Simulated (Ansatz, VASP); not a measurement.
Two plane-wave programs on SrB

```xyz
2
Lattice="-0.0147 2.9409 2.9409 2.9409 -0.0147 2.9409 2.9262 2.9262 0.0000" Properties=species:S:1:pos:R:3 pbc="T T T"
Sr    2.9262    2.9262    2.9409
B     0.0000    0.0000    0.0000
```

Change from the starting cell: strain e6 = -0.01, atoms carried along.

Alike in both runs: task single point; functional PBEsol; k mesh 10 × 10 × 10; occupations gaussian, width 0.05 eV; no spin polarisation.

|  | VASP | Ansatz |
| --- | --- | --- |
| version | VASP 6.6.1 | Ansatz 0.2.0 |
| potentials or method | VASP PAW PBE potentials, release 64 (Sr_sv, B) | scalar-relativistic, plane waves, PAW |
| plane-wave cutoff (eV) | 520 | 420 |
| valence electrons in the cell | 13 | 13 |

Ansatz gave:

| Item | Value |
| --- | --- |
| gap on the k mesh at the Fermi level (eV) | none |
| pressure (GPa) | 0.0 |
| largest component of the traceless stress (GPa) | 0.29 |

**Question.** Estimate VASP's values.

**Answer.** gap on the k mesh at the Fermi level (eV): none; pressure (GPa): 0.1; largest component of the traceless stress (GPa): 0.29.

A gap of «none» marks a metal or a gap that the smearing closes. The functional is the same, so the differences come from potentials, cutoffs and numerics.

Caveats: the PAW data sets were made with another functional, which shifts forces and pressure a little (VASP).
